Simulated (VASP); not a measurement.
Input:

```yaml
crystal:
  lattice:
    - [3.18723, 0.00000, 0.00000]
    - [0.00000, 10.25493, 0.00000]
    - [0.00000, 0.00000, 21.43500]
  atoms:
    - { symbol: Zr, position: [0.74537, 0.00000, 0.41329] }
    - { symbol: Zr, position: [0.74537, 0.50000, 0.41329] }
    - { symbol: Zr, position: [0.74537, 0.25000, 0.32657] }
    - { symbol: Zr, position: [0.24537, 0.75000, 0.36993] }
    - { symbol: Zr, position: [0.24537, 0.00000, 0.54336] }
    - { symbol: Zr, position: [0.24537, 0.50000, 0.54336] }
    - { symbol: Zr, position: [0.24537, 0.25000, 0.45664] }
    - { symbol: Zr, position: [0.74537, 0.75000, 0.50000] }
    - { symbol: Zr, position: [0.74537, 0.00000, 0.67343] }
    - { symbol: Zr, position: [0.74537, 0.50000, 0.67343] }
    - { symbol: Zr, position: [0.74537, 0.25000, 0.58671] }
    - { symbol: Zr, position: [0.24537, 0.75000, 0.63007] }
```

Method: PBE GGA, VASP's PBE PAW potentials (set 64) (plane waves; VASP 6.6.1). Settings: 300 eV cut-off, 10×4×1 Γ-centred mesh, Fermi-Dirac smearing of 0.10 eV, potentials Zr_sv.

The cell holds a wide vacuum, so values per volume refer to the whole cell.

Question: Give the energies of bands 67 to 80 at the high-symmetry points, in eV from the Fermi level.

Answer: 
```csv
band,Γ,X,S,Y
67,-0.55,-0.89,-0.63,-0.44
68,-0.49,-0.64,-0.59,-0.19
69,-0.16,-0.48,-0.53,-0.18
70,0.01,-0.33,-0.48,-0.02
71,0.04,-0.19,0.08,0.25
72,0.13,-0.03,0.14,0.27
73,0.15,0.02,0.24,0.35
74,0.24,0.03,0.36,0.45
75,0.36,0.03,0.43,0.53
76,0.46,0.30,0.47,0.55
77,0.51,0.57,0.57,0.66
78,0.64,0.59,0.74,0.71
79,0.74,0.62,0.82,0.81
80,0.75,0.69,0.89,0.86
```

It has no gap at this level: it comes out as a metal or semimetal.

The cell is a sheet with vacuum, built from a generated structure.
